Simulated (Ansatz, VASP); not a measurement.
TiOs3: energy against volume and a worked fit

```
Os Ti
1.0
     3.88773    0.00000    0.00000
     0.00000    3.88773    0.00000
     0.00000    0.00000    3.88773
Os Ti
3 1
Direct
  0.00000 0.50000 0.50000
  0.50000 0.00000 0.50000
  0.50000 0.50000 0.00000
  0.00000 0.00000 0.00000
```

The cell comes from a database or a generator and needn't be the stable form of this composition.

The cell was scaled at fixed shape and fractions and run with Ansatz, Ansatz PAW, cutoff 420 eV; PBE, k mesh 7 × 7 × 7 on the cell of 4 atoms, fermi-dirac occupations of 0.05 eV, no spin polarisation, no spin-orbit coupling. Energies are those that the program minimises, any entropy of the smearing included. For a metal such a mesh isn't converged to the digits shown.

```csv
V (Å³/atom),energy over the lowest row (meV/atom)
13.8088,48.97
14.1027,19.39
14.3965,3.56
14.6903,0.00
14.9841,?
15.2779,24.72
15.5717,50.77
```

**Question.** Fit the third-order Birch-Murnaghan form, give V0, B0 and B′, and predict the energy left open.

**Answer.** With y = (V0/V)^(2/3), E = E0 + (9 V0 B0/16) [(y - 1)³ B′ + (y - 1)² (6 - 4y)]. Least squares through the rows shown give V0 = 14.6334 Å³/atom, E0 = -0.20 meV, B0 = 304.6 GPa (1 eV/Å³ = 160.218 GPa) and B′ = 4.55, with a largest miss of 0.01 meV. At V = 14.9841 the form with these constants gives 7.45 meV; the run gave 7.44 meV an atom. Other set-ups at this level, from all their volumes (Å³/atom, GPa): VASP, PBE PAW files Os, Ti_sv, 520 eV: V0 14.631, B0 308.9.
